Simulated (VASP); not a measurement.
Wanted: the native input for a VASP 6.6.1 run.

| Item | Value |
| --- | --- |
| Task | relaxation of cell and atoms |
| Functional | PBE |
| Potentials or basis | VASP PAW PBE potentials, release 64 (Be, Pt) |
| Cutoff | 600 eV |
| k mesh | 20 × 20 × 20 |
| Occupations | gaussian, width 0.1 eV |
| Spin | no spin polarisation |
| Dipole correction | no |
| Further INCAR settings | ALGO = Normal; EDIFF = 1e-07; IBRION = 2; EDIFFG = -0.01; NSW = 100; ISIF = 3 |

The structure of BePt lies in POSCAR:

```
BePt
1.0
    0.0000000000      2.3365483051      2.3365483051
    2.3365483051      0.0000000000      2.3365483051
    2.3365483051      2.3365483051      0.0000000000
Be Pt
1 1
Direct
    0.0000000000      0.0000000000      0.0000000000
    0.5000000000      0.5000000000      0.5000000000
```

The cell was built by a generator and needn't be a form met in nature.

The cell isn't the ideal one: species swapped into the KBr type (Fm-3m, No. 225).

These files were run (other wordings do the same):

INCAR

```
SYSTEM = BePt
PREC = Accurate
ENCUT = 600
EDIFF = 1E-7
ISMEAR = 0
SIGMA = 0.1
LREAL = .FALSE.
LASPH = .TRUE.
NELM = 80
ALGO = Normal
ISIF = 3
LWAVE = .FALSE.
LCHARG = .FALSE.
GGA = PE
IBRION = 2
NSW = 100
EDIFFG = -0.01
```

KPOINTS

```
Automatic mesh
0
G
  20 20 20
  0 0 0
```

Potentials or basis: VASP PAW PBE potentials, release 64 (Be, Pt).

Run with:

```sh
$ cat potpaw_PBE.64/Be/POTCAR potpaw_PBE.64/Pt/POTCAR > POTCAR
$ mpirun -np 1 vasp_std > vasp.out
```

It gave:

```yaml
Relaxed_volume: 12.69 Å³/atom
Relaxed_cell: a = 3.299 Å, b = 3.299 Å, c = 3.299 Å, α = 60.00°, β = 60.00°, γ = 60.00°
Space_group_after_relaxing_to_0.05_Å: Fm-3m (No. 225)
Energy_gained_by_relaxing: 0.2 meV/atom
Ionic_steps: 3
Pressure_after_relaxing: 0.0 GPa
Band_gap_on_the_k_mesh: none (metal or under the smearing width)
```

Run time: 84 s on 1 thread of AMD EPYC 9R45 96-Core Processor (Zen 5) (shared host), peak memory 0.21 GiB.
